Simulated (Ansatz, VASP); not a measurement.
# Cross-check of CdIr between VASP and Ansatz

Wanted: the spread between two codes on one cell, functional and k mesh. The cell is generated by rule, not measured, and may not be a known phase. The cell is taken from a series of VASP runs on this material, whose earlier steps may have relaxed, scaled or displaced it; both programs get it as it stands.

Program: Ansatz 0.2.0. Level of theory: plane waves, with VASP 6.6.1 beside it; relaxation of cell and atoms at PBE. Results are calculated unless marked as measured.

### 1. Starting point

The structure is hexagonal, space group P6/mmm (No. 191). Conventional cell: a = 2.762 Å, b = 2.762 Å, c = 5.537 Å, α = 90.00°, β = 90.00°, γ = 120.00°. Nearest to Cd lie 6 Cd at 2.76 Å and 2 Ir at 2.77 Å. Ir has 6 Ir at 2.76 Å and 2 Cd at 2.77 Å nearest. Farther neighbours are not listed.

Coordinates:

```cif
data_structure
_symmetry_space_group_name_H-M 'P 1'
_symmetry_Int_Tables_number 1
_cell_length_a 2.7623
_cell_length_b 2.7623
_cell_length_c 5.5371
_cell_angle_alpha 90.000
_cell_angle_beta 90.000
_cell_angle_gamma 120.000
_cell_volume 36.59
loop_
_atom_site_label
_atom_site_type_symbol
_atom_site_fract_x
_atom_site_fract_y
_atom_site_fract_z
_atom_site_occupancy
Cd1 Cd 0.00000 0.00000 0.00000 1
Ir2 Ir 0.00000 0.00000 0.50000 1
```

### 2. Ansatz: relaxation of cell and atoms, PBE

Ansatz runs on its default PAW (the set named soft_2) files.

The relaxed volume is the usual yardstick between codes: its relative difference is about their pressure difference at one cell divided by the bulk modulus.

The input, input.yaml:

```yaml
crystal:
  lattice:
    - [2.7622693308, 8.0e-10, 0.0]
    - [-1.3811346689, 2.3921954151, 0.0]
    - [0.0, 0.0, 5.5370775334]
  atoms:
    - { symbol: Cd, position: [0.0, 0.0, 0.0] }
    - { symbol: Ir, position: [0.0, 0.0, 0.5] }
hamiltonian:
  xc: pbe
  pseudopotentials: { kind: paw }
kpoints:
  mp_grid: { grid: [9, 9, 4] }
scf:
  occupations: { method: gaussian, width: 0.05 }
relax:
  f_tol: 0.01
  max_steps: 60
  cell: { stress_tol: 0.05 }
output:
  forces: true
  stress: true
  write_density: true
  write_potential: true
  elf: true
  volumetric_format: npy
```

Run with:

```bash
ansatz run input.yaml --threads 4 --pin off --max-ram 9216MiB --backend cpu --events-out ev --progress --plain --runs-dir out
```

Numbers of over 12 decimals in the logs are rounded to 6 here.

The program printed:

```text
Warning: crystal.lattice misses the space group found at crystal.symmetry.tolerance 1.0e-5 in a digit that the deck types, which is why this is a warning: making the lattice exact moves one of its numbers by a whole unit of that number's last typed decimal, or more. The operation that it misses by the most changes a squared length by the fraction 3.30e-9. The run uses the lattice that is a stretch of the typed one, with no rotation, onto the one that keeps every operation to a double's rounding (on a very oblique basis the stretch itself rounds by more); the deck's lattice vector that moved farthest moved by 2.34e-9 Å. [rest of the remark cut]
Engine: ansatz 0.2.0, x86_64-unknown-linux-gnu
Pseudopotentials: kind: paw
Pseudopotential: Cd, paw, valence charge 20, recommended cutoff 420 eV (normal), Cd.paw.azcp
Pseudopotential: Ir, paw, valence charge 17, recommended cutoff 420 eV (normal), Ir.paw.azcp
Functional definition: PBE
  parameter kappa = 0.804
  parameter beta = 0.066725
  exchange = pbe_x(kappa = kappa, mu = beta*pi^2/3)
  correlation = pbe_c(beta = beta)
Crystal: 2 atoms, lattice volume = 36.588 Å³
Basis set: ecut = 420 eV, 697 PW (Γ), exchange–correlation on 40×40×80 points (8 copies of the dense FFT grid, shifted against one another)
Bands: 23, of which v1, the nominal top of the filled ones, is band 19 counted from 1 (18 counted from 0)
Symmetry: 24 space group operations
Space group: P6/mmm (ITA 191), of the structure as read, at distance tolerance 3.3e-5 Å
k-points: 36 of 324
Non-local potential: Cd, projectors of the file, l = 0: 3, l = 1: 2, l = 2: 2, l = 3: 1
Non-local potential: Ir, projectors of the file, l = 0: 3, l = 1: 2, l = 2: 2, l = 3: 1
PAW form: soft (Blöchl's): semilocal exchange-correlation on the pseudo side does not see the compensation charge
PAW one-centre angular grid: Cd, 590 points (default); XC on 64 Gauss nodes
PAW one-centre angular grid: Ir, 590 points (default); XC on 64 Gauss nodes
Initial density: superposition of atomic densities (neutral atoms: chi_scale 0, normalization atom), corrected by the library's trained network
Initial wavefunctions: pseudopotential atomic-orbital guess
Functional: x = pbe(κ = 0.804, μ = 0.219515), c = pbe(β = 0.066725)
SCF iter   1: F=—  HF=-20188.703804 eV  |F-HF|=—  |Δ(HF+E_count)|=         —  Δρ=6.98e-3  dr2=2.03e-2  ethr=1.77e-3  ⟨swp⟩=5.7  Hψ=3254  notcnv=0
preconditioner: auto → Kerker (q_TF=auto, 2.733 Å⁻¹)  [metal: Δε(μ)=0.031 eV  Ē_g=11.226 eV  σ=0.050 eV  W_gap=0.31  n_scr=10 (ndim 8)  ℏωp=28.1 eV  f_vac=0.000  D(μ)=4.09/eV (n_scr^D=48)]
SCF iter   2: F=—  HF=-20188.701624 eV  |F-HF|=—  |Δ(HF+E_count)|=   2.18e-3  Δρ=2.64e-3  dr2=2.69e-3  ethr=5.49e-5  ⟨swp⟩=1.2  Hψ=1125  notcnv=0  defer=1
SCF iter   3: F=—  HF=-20188.701048 eV  |F-HF|=—  |Δ(HF+E_count)|=   5.75e-4  Δρ=1.17e-3  dr2=7.17e-4  ethr=7.26e-6  ⟨swp⟩=2.1  Hψ=1147  notcnv=0  defer=1
SCF iter   4: F=—  HF=-20188.700853 eV  |F-HF|=—  |Δ(HF+E_count)|=   1.96e-4  Δρ=2.99e-4  dr2=3.88e-5  ethr=1.94e-6  ⟨swp⟩=2.2  Hψ=1049  notcnv=0  defer=1
SCF iter   5: F=—  HF=-20188.700846 eV  |F-HF|=—  |Δ(HF+E_count)|=   6.58e-6  Δρ=1.03e-4  dr2=2.82e-6  ethr=1.05e-7  ⟨swp⟩=2.2  Hψ=1103  notcnv=0  defer=1
SCF iter   6: F=—  HF=-20188.700846 eV  |F-HF|=—  |Δ(HF+E_count)|=   2.55e-7  Δρ=2.86e-5  dr2=2.25e-7  ethr=7.62e-9  ⟨swp⟩=2.0  Hψ=1228  notcnv=0  defer=1
SCF iter   7: F=-20188.700846 eV  HF=-20188.700846 eV  |F-HF|=1.67e-8  |Δ(HF+E_count)|=   7.82e-8  Δρ=7.41e-6  dr2=2.71e-8  ethr=2.70e-10  ⟨swp⟩=7.0  Hψ=4186  notcnv=0
SCF 1 converged in 7 iterations: F = -20188.700846 eV  dr2 = 2.71e-8
  greatest PAW one-centre occupation: 1.000 electrons in one spin orbital (limit 2), on the Cd atom at site 0 (counted from 0), in its partial waves of l = 0
relax step   1: F+E_penalty+E_count = -20188.70084602 eV  Δ(F+E_penalty+E_count) = +0.000e0 eV  max|allowed force component| = 7.190e-33 eV/Å  Δτ_max = 0.0000 Å  P = -0.792 GPa  Ω = 36.588 Å³  (7 SCF iters, dr2 threshold 1.00e-7 eV, accepted)
[...]
relax step   2: F+E_penalty+E_count = -20188.70127968 eV  Δ(F+E_penalty+E_count) = -4.337e-4 eV  max|allowed force component| = 9.799e-29 eV/Å  Δτ_max = 0.0000 Å  P = +1.115 GPa  Ω = 36.175 Å³  energy of the carried Pulay correction = +1.991e-4 eV  (6 SCF iters, dr2 threshold 2.00e-7 eV, accepted)
[...]
relax step   3: F+E_penalty+E_count = -20188.70196522 eV  Δ(F+E_penalty+E_count) = -6.855e-4 eV  max|allowed force component| = 3.287e-32 eV/Å  Δτ_max = 0.0000 Å  P = -0.166 GPa  Ω = 36.500 Å³  energy of the carried Pulay correction = +5.797e-5 eV  (5 SCF iters, dr2 threshold 2.00e-7 eV, accepted)
[...]
relax step   4: F+E_penalty+E_count = -20188.70207852 eV  Δ(F+E_penalty+E_count) = -1.133e-4 eV  max|allowed force component| = 4.109e-32 eV/Å  Δτ_max = 0.0000 Å  P = +0.005 GPa  Ω = 36.442 Å³  energy of the carried Pulay correction = +7.972e-5 eV  (5 SCF iters, dr2 threshold 2.00e-7 eV, accepted)
[...]
relax step   5: F+E_penalty+E_count = -20188.70201646 eV  Δ(F+E_penalty+E_count) = +6.206e-5 eV  max|allowed force component| = 3.287e-32 eV/Å  Δτ_max = 0.0000 Å  P = +0.007 GPa  Ω = 36.442 Å³  stress off target by 3.10e-2 GPa  SCF on the basis re-selected at this cell (its energy is not comparable with the rows above)  (5 SCF iters)
basis re-selected at this cell: Δ(F+E_penalty+E_count) = +6.206e-5 eV, ΔP = +0.002 GPa vs the last step (what re-selecting the basis moved, of the pressure what is left beyond the Pulay correction that the steps carried, after the strain that the cell walked since its last selection, with what the two solves' SCF thresholds leave and, on support functions, any second-order correction that the steps lacked; it is no m [...]
SCF converged after 5 iterations
Free energy (F): -20188.702016 eV
Harris-Foulkes:  -20188.702016 eV  (|F-HF|=0.00e0)
Internal energy: -20188.697787 eV  (E = F + TS)
E sigma→0 (E₀):  -20188.699902 eV
Entropy (-TS):   -0.004229 eV (-2.115 meV/atom)
Fermi energy:    17.941343 eV
--- Per-component energies (eV) ---
  E_band       = -523.247093
  E_kinetic    = 1126.191703
  E_local      = -4174.334005  (includes V_loc(G=0)·N_el)
  E_nonlocal   = 105.360499
  E_hartree    = 1854.917783
  E_xc         = -444.342481
  E_vxc        = -521.266278  (∫ρ·V_xc dr)
  E_paw        = -13304.817588  (= ΣΔE_a)
  E_vpaw       = -769.034612  (= ΣTr[D̂ρ^β])
  E_aug_tail   = 0.000057  (compensation charges beyond the density's cutoff)
  E_ewald      = -5351.673755
  E_smearing   = -0.004229  (= −TS)
  E_closure    = 0.000000  (closes the sum)
  Σ components = -20188.702016   (vs F -20188.702016, Δ=0.00e0)
--- Forces (eV/Å), atoms counted from 1 ---
  atom   1  Cd     0.00000000     0.00000000     0.00000000
  atom   2  Ir    -0.00000000     0.00000000     0.00000000
  max |Σ_I F_I| component: 6.57e-32 eV/Å
--- Stress (GPa, compression-positive) ---
        0.025824      -0.000000       0.000000
       -0.000000       0.025824      -0.000000
        0.000000      -0.000000      -0.031038
  P = ⅓ Tr σ = 0.0069 GPa (0.069 kbar)
--- Band table (eV; the first three rows and the last of 36) ---
  k-point 0: bands = [... 15 lower, 15.6646, 15.6646, 15.7272, 18.3409, 18.3409, 18.7543, 29.4741, 32.8470]
  k-point 1: bands = [... 15 lower, 14.6243, 15.6631, 15.6631, 18.3112, 18.3112, 20.6428, 27.4523, 33.0810]
  k-point 2: bands = [... 15 lower, 13.9785, 15.6616, 15.6616, 18.2816, 18.2816, 23.3276, 24.5780, 33.7031]
  k-point 35: bands = [... 15 lower, 15.3012, 15.3012, 16.3196, 20.8145, 21.7594, 21.7594, 23.1523, 25.6067]
--- Relaxed structure (4 steps of the walk, 4 accepted, 1 SCFs on fresh bases) ---
  F+E_penalty+E_count = -20188.70201646 eV   max|allowed force component| = 3.287e-32 eV/Å   (the final SCF, on the basis selected at the relaxed cell)
  cell:  # Å, volume = 36.4422 Å³
    - [2.751701, 2.4114639072200065e-9, 0.0]
    - [-1.375850, 2.383043, 0.0]
    - [0.0, 0.0, 5.557402]
  atoms:
    - { symbol: Cd, position: [0, 0, 0.0] }
    - { symbol: Ir, position: [0, 0, 0.500000] }
```

The job ended after 3.5 s (4 threads of AMD EPYC 9R45, shared host; peak memory 0.41 GiB; 4.1 s of CPU time).

### 3. VASP: relaxation of cell and atoms, PBE

The same cell, functional, mesh and smearing now go to VASP, with its own data sets and cutoff.

Lines of VASP's logs that name or quote its potential files are left out, and so is its time.

The input, INCAR:

```
SYSTEM = CdIr
PREC = Accurate
ENCUT = 400
EDIFF = 1E-06
NELM = 100
ISMEAR = 0
SIGMA = 0.05
LREAL = .FALSE.
ALGO = Normal
GGA = PE
LORBIT = 11
LWAVE = .FALSE.
LCHARG = .FALSE.
IBRION = 2
NSW = 60
ISIF = 3
EDIFFG = -0.01
```

The input, POSCAR:

```
CdIr
1.0
    2.7622693308      0.0000000008      0.0000000000
   -1.3811346689      2.3921954151      0.0000000000
    0.0000000000      0.0000000000      5.5370775334
Cd Ir
1 1
Direct
    0.0000000000      0.0000000000      0.0000000000
    0.0000000000      0.0000000000      0.5000000000
```

The input, KPOINTS:

```
Automatic mesh
0
Gamma
9 9 4
0 0 0
```

PAW data sets: Cd and Ir (PBE family, release 64).

Run with:

```bash
mpirun -np 1 vasp_std
```

The program printed:

```text
[banner, memory and clock lines left out]
running    1 mpi-ranks, on    1 nodes
 distrk:  each k-point on    1 cores,    1 groups
 distr:  one band on    1 cores,    1 groups

 POSCAR found type information on POSCAR CdIr
 POSCAR found :  2 types and       2 ions
 LDA part: xc-table for (Slater+PW92), standard interpolation
 POSCAR, INCAR and KPOINTS ok, starting setup
 FFT: planning ... GRIDC
 FFT: planning ... GRID_SOFT
 FFT: planning ... GRID
 WAVECAR not read
 entering main loop
       N       E                     dE             d eps       ncg     rms          rms(c)
DAV:   1     0.135336606089E+03    0.13534E+03   -0.93316E+03  1032   0.118E+03
DAV:   2    -0.466440618396E+01   -0.14000E+03   -0.13419E+03  1026   0.349E+02
DAV:   3    -0.911124425044E+01   -0.44468E+01   -0.43650E+01  1200   0.679E+01
DAV:   4    -0.914281357958E+01   -0.31569E-01   -0.31563E-01  1080   0.525E+00
DAV:   5    -0.914320514150E+01   -0.39156E-03   -0.39154E-03  1224   0.617E-01    0.923E+00
DAV:   6    -0.862219467391E+01    0.52101E+00   -0.90103E-01  1146   0.136E+01    0.569E+00
DAV:   7    -0.854018695744E+01    0.82008E-01   -0.46520E-01  1048   0.680E+00    0.202E+00
DAV:   8    -0.852181810236E+01    0.18369E-01   -0.10226E-01  1228   0.282E+00    0.120E+00
DAV:   9    -0.851684408548E+01    0.49740E-02   -0.14101E-02  1204   0.157E+00    0.163E-01
DAV:  10    -0.851669885435E+01    0.14523E-03   -0.77170E-04  1154   0.252E-01    0.640E-02
DAV:  11    -0.851668869865E+01    0.10156E-04   -0.13186E-04  1164   0.127E-01    0.126E-02
DAV:  12    -0.851668854446E+01    0.15419E-06   -0.87211E-06  1176   0.343E-02
   1 F= -.85166885E+01 E0= -.85140932E+01  d E =-.851669E+01
[...]
2 F= -.85168544E+01 E0= -.85147185E+01  d E =-.165842E-03
[...]
3 F= -.85175759E+01 E0= -.85151958E+01  d E =-.887400E-03
[...]
4 F= -.85178014E+01 E0= -.85156785E+01  d E =-.225492E-03
 trial-energy change:   -0.000225  1 .order   -0.000226   -0.000554    0.000101
 step:   0.7664(harm=  0.7664)  dis= 0.00000  next Energy=    -8.517810 (dE=-0.234E-03)
 bond charge predicted
       N       E                     dE             d eps       ncg     rms          rms(c)
DAV:   1    -0.851791780290E+01   -0.11634E-03   -0.36559E-03  1032   0.662E-01    0.589E-02
DAV:   2    -0.851782885882E+01    0.88944E-04   -0.18363E-04  1122   0.185E-01    0.255E-02
DAV:   3    -0.851781257831E+01    0.16281E-04   -0.24868E-05  1082   0.546E-02    0.202E-02
DAV:   4    -0.851780970473E+01    0.28736E-05   -0.99374E-06  1176   0.321E-02    0.924E-03
DAV:   5    -0.851780887286E+01    0.83188E-06   -0.21273E-06   822   0.153E-02
   5 F= -.85178089E+01 E0= -.85156428E+01  d E =-.232929E-03
 curvature:  -0.46 expect dE=-0.238E-05 dE for cont linesearch -0.799E-07
 trial: gam=-0.01479 g(F)=  0.463E-62 g(S)=  0.514E-05 ort =-0.113E-04 (trialstep = 0.879E+00)
 search vector abs. value=  0.564E-05
 reached required accuracy - stopping structural energy minimisation
```

OUTCAR, selected parts (step 3):

```text
ion  position               nearest neighbor table
   1  0.000  0.000  0.000-   2 2.77   2 2.77
   2  0.000  0.000  0.500-   1 2.77   1 2.77

  LATTYP: Found a hexagonal cell.
 ALAT       =     2.7622693308
 C/A-ratio  =     2.0045393372

 Subroutine GETGRP returns: Found 24 space group operations
 (whereof 24 operations were pure point group operations)

The static configuration has the point symmetry D_6h.

 Found     36 irreducible k-points:

   k-points           NKPTS =     36   k-points in BZ     NKDIM =     36   number of bands    NBANDS=     14

   dimension x,y,z NGX =    18 NGY =   18 NGZ =   36
   dimension x,y,z NGXF=    36 NGYF=   36 NGZF=   72

   ENCUT  =  400.0 eV  29.40 Ry    5.42 a.u.   4.50  4.50  9.03*2*pi/ulx,y,z

   NELECT =      21.0000    total number of electrons

 k-points in reciprocal lattice and weights: Automatic mesh
   0.00000000  0.00000000  0.00000000       0.003
   0.11111111  0.00000000  0.00000000       0.019
   0.22222222  0.00000000  0.00000000       0.019
   0.33333333 -0.00000000  0.00000000       0.019
   0.44444444  0.00000000  0.00000000       0.019
   0.11111111  0.11111111  0.00000000       0.019
   0.22222222  0.11111111  0.00000000       0.037
   0.33333333  0.11111111  0.00000000       0.037
   0.44444444  0.11111111  0.00000000       0.019
[...]
0.33333333  0.22222222  0.50000000       0.037
   0.33333333  0.33333333  0.50000000       0.006

 average (electrostatic) potential at core
       1 -37.3170       2 -53.0586

 E-fermi :   4.9877

 k-point     1 :       0.0000    0.0000    0.0000
  band No.  band energies     occupation
    ...
      6      -3.2699      2.00000
      7      -1.0530      2.00000
      8       2.6902      2.00000
      9       2.6902      2.00000
     10       2.7806      2.00000
     11       5.3836      0.00000
     12       5.3836      0.00000
     13       5.7831      0.00000
     14      16.7030      0.00000

 k-point     2 :       0.1111    0.0000    0.0000
  band No.  band energies     occupation
    ...
      6      -3.3010      2.00000
      7      -0.6529      2.00000
      8       2.4306      2.00000
      9       2.7962      2.00000
     10       3.0583      2.00000
     11       5.2873      0.00000
     12       5.5154      0.00000
     13       5.8611      0.00000
     14      17.4372      0.00000

 k-point     3 :       0.2222    0.0000    0.0000
  band No.  band energies     occupation
    ...
      6      -2.4755      2.00000
      7       0.2314      2.00000
      8       2.2405      2.00000
      9       2.5115      2.00000
     10       4.0841      2.00000
     11       5.0521      0.06878
     12       6.0851      0.00000
     13       6.2919      0.00000
     14      15.9105      0.00000

  Total        0.0103160      0.0103160     -0.0006442     -0.0000000      0.0000000      0.0000000
  in kB        0.4529212      0.4529212     -0.0282840     -0.0000000      0.0000000      0.0000000
  external PRESSURE =       0.2925195 kB  Pullay stress =       0.0000000 kB

  energy-cutoff  :      400.00
  volume of cell :       36.49
      direct lattice vectors                 reciprocal lattice vectors
     2.752494948  0.000000001 -0.000000000     0.363306752  0.209755251 -0.000000000
    -1.376247478  2.383730551 -0.000000000    -0.000000000  0.419510502 -0.000000000
     0.000000000  0.000000000  5.561826449    -0.000000000  0.000000000  0.179797052

 POSITION                                       TOTAL-FORCE (eV/Angst)
 -----------------------------------------------------------------------------------
      0.00000      0.00000      0.00000        -0.000000      0.000000      0.000000
      0.00000      0.00000      2.78091         0.000000     -0.000000      0.000000
 -----------------------------------------------------------------------------------
    total drift:                                0.000000      0.000000     -0.000000

  FREE ENERGIE OF THE ION-ELECTRON SYSTEM (eV)
  ---------------------------------------------------
  free  energy   TOTEN  =        -8.5178088729 eV

  energy  without entropy=       -8.5134766729  energy(sigma->0) =       -8.51564277

 reached required accuracy - stopping structural energy minimisation

 total charge
# of ion       s       p       d       tot
------------------------------------------
    1        0.563   0.394   9.487  10.443
    2        0.649   0.467   6.915   8.032
--------------------------------------------------
tot          1.212   0.861  16.402  18.474

[... 3 further parts left out ...]
```

CONTCAR:

```
CdIr
   1.00000000000000
     2.7524949480846828    0.0000000008086488   -0.0000000000000000
    -1.3762474775200146    2.3837305513267508   -0.0000000000000000
     0.0000000000000000    0.0000000000000000    5.5618264488620071
  Cd              Ir
     1     1
Direct
     0.0000000000000000    0.0000000000000000    0.0000000000000000
     0.0000000000000000    0.0000000000000000    0.5000000000000000
```

### 4. Comparison

Known differences besides the potentials themselves: both relaxations stop at a tolerance, which leaves soft axes loose, and VASP keeps its plane-wave basis; the data sets hold 37 valence electrons in Ansatz (default PAW (the set named soft_2) files) and 21 in VASP; the cutoff is 420 eV in Ansatz and 400 eV in VASP; VASP leaves aspherical gradient terms in its spheres out (LASPH is not set), Ansatz keeps them; Ansatz adds a Pulay correction to the stress that steers its cell, VASP none. Total energies have different zeros and are not compared.

Both answers:

```tsv
quantity	Ansatz	VASP	difference
volume (Å³)	36.44	36.49	-0.14 %
edge a after relaxation, in the typed setting (Å)	2.752	2.752	-0.03 %
edge c after relaxation, in the typed setting (Å)	5.557	5.562	-0.08 %
```

The walks stopped with 0.01 GPa left in Ansatz and 0.03 GPa in VASP; each walk ends within a tolerance, so the volume difference is uncertain by about these residues over the bulk modulus, most in soft cells.

### 5. What came out

```
difference in volume (relaxation of cell and atoms, PBE) : -0.14 %
```

The difference in volume is -0.14 % (relaxation of cell and atoms, PBE), within the 1.2 % picked in this series as the mark of a large difference, as far as the stopping tolerances let one tell. Such differences can come from data sets, numerical settings and the points named under the comparisons, not from the functional's error against experiment.

[Lines on the potential files, build, host, timing and source positions are cut from VASP's logs without a mark.]

[Logs are printed without paths, hosts, clocks, repeated set-up lines and the standing remarks that a program may print on its own settings, such as how far it seeks lower states.]

[Hosts, paths, dates, database ids (printed as entryN), source tags and the programs' standing remarks are cut or masked in the printed files.]
